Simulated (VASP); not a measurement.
A VASP calculation is set up with these files.

**KPOINTS**
```
Automatic mesh
0
G
  8 8 8
0 0 0
```

### INCAR
```
NELM = 100   # most electronic steps
EDIFFG = -0.01   # ionic stop
ALGO = Normal
LWAVE = .FALSE.
ENCUT = 210   # plane-wave cut-off (eV)
LCHARG = .FALSE.
LMAXMIX = 4   # l cut-off of mixed one-centre charges
LASPH = .TRUE.
ISMEAR = -1   # Fermi-Dirac
SYSTEM = CoSi2
ISIF = 3   # ions, shape and volume
PREC = Accurate
NSW = 50   # most ionic steps
LREAL = .FALSE.   # projection in real space or not
GGA = PE
EDIFF = 1E-6
IBRION = 2   # conjugate gradients
SIGMA = 0.272   # width (eV)
```

POSCAR:
```
CoSi2
1
    0.0000000000     2.6763430000     2.6763430000
    2.6763430000     0.0000000000     2.6763430000
    2.6763430000     2.6763430000     0.0000000000
Co Si
1 2
Direct
  0.0000000000   0.0000000000   0.0000000000
  0.7500000000   0.7500000000   0.7500000000
  0.2500000000   0.2500000000   0.2500000000
```

POTCAR, in this order: Co Si (PBE.64 set). Program: vasp_std.

Question: Translate this PBE calculation to Quantum ESPRESSO's pw.x.

Answer: One equivalent input (not run):
```
&CONTROL
  calculation = 'vc-relax'
  pseudo_dir = './pseudo'
  outdir = './out'
  tprnfor = .true.
  tstress = .true.
  nstep = 50
  forc_conv_thr = 0.00039
/
&SYSTEM
  ibrav = 0
  nat = 3
  ntyp = 2
  ecutwfc = 96
  occupations = 'smearing'
  smearing = 'fermi-dirac'
  degauss = 0.01999
  input_dft = 'pbe'
/
&ELECTRONS
  conv_thr = 7.3e-08
  electron_maxstep = 100
/
&IONS
/
&CELL
/
ATOMIC_SPECIES
  Co 58.933 Co.upf
  Si 28.085 Si.upf
CELL_PARAMETERS angstrom
     0.0000000    2.6763430    2.6763430
     2.6763430    0.0000000    2.6763430
     2.6763430    2.6763430    0.0000000
ATOMIC_POSITIONS crystal
  Co   0.0000000  0.0000000  0.0000000
  Si   0.7500000  0.7500000  0.7500000
  Si   0.2500000  0.2500000  0.2500000
K_POINTS automatic
  8 8 8 0 0 0
```
The two are equivalent in intent, not identical: the potentials are each code's own (VASP's PAW set, PseudoDojo norm-conserving files in pw.x), so ENCUT and ecutwfc are chosen apart and not converted; conv_thr bounds pw.x's estimated SCF error, while EDIFF bounds the energy change between steps; forc_conv_thr acts on force components and is met together with etot_conv_thr.

The structure comes from a computed database's CoSi2 entry; how it stands against other phases isn't given here. This run relaxes it. Symmetry was kept, so distortions that lower it aren't found. The run is one of a series of settings (EDIFFG = -0.01, ENCUT = 210, IBRION = 2, ISIF = 3, ISMEAR = -1, NSW = 50, KPOINTS 8×8×8 Γ-centred mesh against the base run), some of them coarse on purpose.
